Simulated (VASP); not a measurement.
Consider the following.

```xyz
1
Lattice="0.0000 2.6590 2.6590 2.6590 0.0000 2.6590 2.6590 2.6590 0.0000" Properties=species:S:1:pos:R:3 pbc="T T T"
Yb     0.0000     0.0000     0.0000
```

Level of theory: revTPSS meta-GGA, VASP's PBE PAW potentials (set 64) (plane waves; VASP 6.6.1). Settings: 520 eV cut-off, 11×11×11 Γ-centred mesh, first-order Methfessel-Paxton smearing of 0.10 eV, potentials Yb_2.

The 4f electrons are frozen in the core of the lanthanide potential, so 4f levels, which can set the real gap, and their magnetism are missing.

Problem. Estimate the energy per atom (σ→0).

Solution. 
```yaml
energy per atom (σ→0): 34.216 eV/atom
```

The absolute energy has meaning only against runs of the same code, potentials and settings.

The compound is Yb in the fcc structure. It was relaxed first, which changed the volume by -9 %. The start is the result of an earlier pass.
